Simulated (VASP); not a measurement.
Input for VASP

File POSCAR:
```
AlP
1
    3.6051173721     0.0000000000    -0.0000000000
   -1.8025586861     3.1221233664     0.0000000000
    0.0000000000     0.0000000000     5.7599064715
Al P
2 2
Direct
  0.0000000000   0.0000000000   0.0000000000
  0.0000000000   0.0000000000   0.5000000000
  0.3333330000   0.6666670000   0.2500000000
  0.6666670000   0.3333330000   0.7500000000
```

### INCAR
```
ALGO=Normal
EDIFF=1E-6
EDIFFG=-0.01
ENCUT=400
GGA=PE
IBRION=2
ISIF=3
ISMEAR=1
LASPH=.TRUE.
LCHARG=.FALSE.
LREAL=.FALSE.
LWAVE=.FALSE.
NELM=100
NSW=60
PREC=Accurate
SIGMA=0.1
SYSTEM=AlP
```

**KPOINTS**
```
Automatic mesh
0
Gamma
11 11 6
0 0 0
```

POTCAR, in this order: Al P (PBE.64 set). Program: vasp_std.

Problem. Write an equivalent input for Quantum ESPRESSO's pw.x.

Solution. One equivalent input (not run):
```
&CONTROL
  calculation = 'vc-relax'
  pseudo_dir = './pseudo'
  outdir = './out'
  tprnfor = .true.
  tstress = .true.
  nstep = 60
  forc_conv_thr = 0.00039
/
&SYSTEM
  ibrav = 0
  nat = 4
  ntyp = 2
  ecutwfc = 44
  occupations = 'smearing'
  smearing = 'methfessel-paxton'
  degauss = 0.00735
  input_dft = 'pbe'
/
&ELECTRONS
  conv_thr = 7.3e-08
  electron_maxstep = 100
/
&IONS
/
&CELL
/
ATOMIC_SPECIES
  Al 26.982 Al.upf
  P 30.974 P.upf
CELL_PARAMETERS angstrom
     3.6051174    0.0000000   -0.0000000
    -1.8025587    3.1221234    0.0000000
     0.0000000    0.0000000    5.7599065
ATOMIC_POSITIONS crystal
  Al   0.0000000  0.0000000  0.0000000
  Al   0.0000000  0.0000000  0.5000000
  P    0.3333330  0.6666670  0.2500000
  P    0.6666670  0.3333330  0.7500000
K_POINTS automatic
  11 11 6 0 0 0
```
The two are equivalent in intent, not identical: the potentials are each code's own (VASP's PAW set, PseudoDojo norm-conserving files in pw.x), so ENCUT and ecutwfc are chosen apart and not converted; conv_thr bounds pw.x's estimated SCF error, while EDIFF bounds the energy change between steps; forc_conv_thr acts on force components and is met together with etot_conv_thr.

The structure was generated: AlP was put into the NiAs type type (P6_3/mmc), which need not be its known phase. This run relaxes it. Symmetry was kept, so distortions that lower it aren't found. The start is the result of an earlier pass.
